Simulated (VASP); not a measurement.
Input for VASP

**INCAR**
```
! general
SYSTEM  = VN
PREC    = Accurate
ENCUT   = 530   ! plane-wave cut-off (eV)
LREAL   = .FALSE.
LASPH   = .TRUE.   ! aspherical one-centre terms

! electronic loop
EDIFF   = 1E-6   ! SCF stop (eV)
NELM    = 100
ALGO    = Normal   ! blocked Davidson
LMAXMIX = 4   ! l cut-off of mixed one-centre charges

! smearing
ISMEAR  = 1   ! Methfessel-Paxton
SIGMA   = 0.1

! functional
GGA     = PE   ! PBE

! ions
IBRION  = 2   ! conjugate gradients
NSW     = 60
ISIF    = 3   ! ions, shape and volume
EDIFFG  = -0.01

! output
LWAVE   = .FALSE.
LCHARG  = .FALSE.
```

**KPOINTS**
```
Automatic mesh
0
Gamma
14 14 14
0 0 0
```

**POSCAR**
```
VN
1
    0.0000000000     2.0700000000     2.0700000000
    2.0700000000     0.0000000000     2.0700000000
    2.0700000000     2.0700000000     0.0000000000
V N
1 1
Direct
  0.0000000000   0.0000000000   0.0000000000
  0.5000000000   0.5000000000   0.5000000000
```

POTCAR, in this order: V_sv N (PBE.64 set). Program: vasp_std.

Task: Translate this PBE calculation to Ansatz.

Result: One equivalent input (not run):
Ansatz 0.2 input:
```yaml
crystal:
  lattice:
    - [0.0000000, 2.0700000, 2.0700000]
    - [2.0700000, 0.0000000, 2.0700000]
    - [2.0700000, 2.0700000, 0.0000000]
  atoms:
    - { symbol: V, position: [0.0000000, 0.0000000, 0.0000000] }
    - { symbol: N, position: [0.5000000, 0.5000000, 0.5000000] }
kpoints:
  mp_grid: { grid: [14, 14, 14] }
hamiltonian:
  xc: pbe
  pseudopotentials: { kind: paw }
scf:
  occupations: { method: methfessel_paxton, width: 0.1 }
  max_iter: 100
relax:
  max_steps: 60
  f_tol: 0.01
  cell: {}
output: { forces: true, stress: true, eigenvalues: true }
```
Limits of the translation: each code has its own PAW files, so the cut-off isn't converted (ENCUT is set for VASP's; basis.ecutwfc is left out, and Ansatz then takes the one that its files recommend); Ansatz stops its SCF on the density residual and VASP on the energy change (EDIFF).

The compound is VN in the rock salt structure, which distorts at low temperature. This run relaxes it. Symmetry was kept, so distortions that lower it aren't found.
